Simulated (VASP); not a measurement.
A convergence study with VASP on MgSe (rock salt): one setting is varied, all else stays as given below, so the limit is that of these other settings. Each run relaxes cell and ions; the cell shown is the tightest run's result.

```
MgSe
1.0
    0.00000     2.75217     2.75217
    2.75217     0.00000     2.75217
    2.75217     2.75217     0.00000
Mg Se
1 1
Direct
  0.00000   0.00000   0.00000
  0.50000   0.50000   0.50000
```

Method: PBE GGA, VASP's PBE PAW potentials (set 64) (plane waves; VASP). The tightest run used: 550 eV cut-off, 12×12×12 Γ-centred mesh, Gaussian smearing of 0.050 eV, potentials Mg Se.

The reference is 12×12×12 mesh, which took about 80 core-seconds. The timings are rough (shared machines, no repeats); factors under 2 mean little.

Question: Of the settings 2×2×2 mesh; 3×3×3 mesh; 4×4×4 mesh; 5×5×5 mesh; 6×6×6 mesh; 7×7×7 mesh; 8×8×8 mesh; 9×9×9 mesh; 10×10×10 mesh; 11×11×11 mesh; 12×12×12 mesh, which is the lowest that keeps the difference from the reference in relaxed volume (Å³/atom) within 0.02 from there on, and what does it cost?

Answer: 6×6×6 mesh; its cost over the reference is about 1/2.
```
setting        difference in relaxed volume (Å³/atom)  cost over the reference
-------------  --------------------------------------  -----------------------
2×2×2 mesh                                      2.169                about 1/3
3×3×3 mesh                                      0.517                about 1/5
4×4×4 mesh                                      0.131                about 1/3
5×5×5 mesh                                      0.036                about 1/3
6×6×6 mesh                                      0.010                about 1/2
7×7×7 mesh                                      0.003                about 1/2
8×8×8 mesh                                      0.001                about 1/2
9×9×9 mesh                                      0.000     within a factor of 2
10×10×10 mesh                                   0.000     within a factor of 2
11×11×11 mesh                                   0.000     within a factor of 2
12×12×12 mesh                                   0.000                reference
```

Left out are rungs that failed or repeat a setting and relaxations that didn't move; long series are thinned to 24 rows.

The compound is MgSe in the rock salt structure.
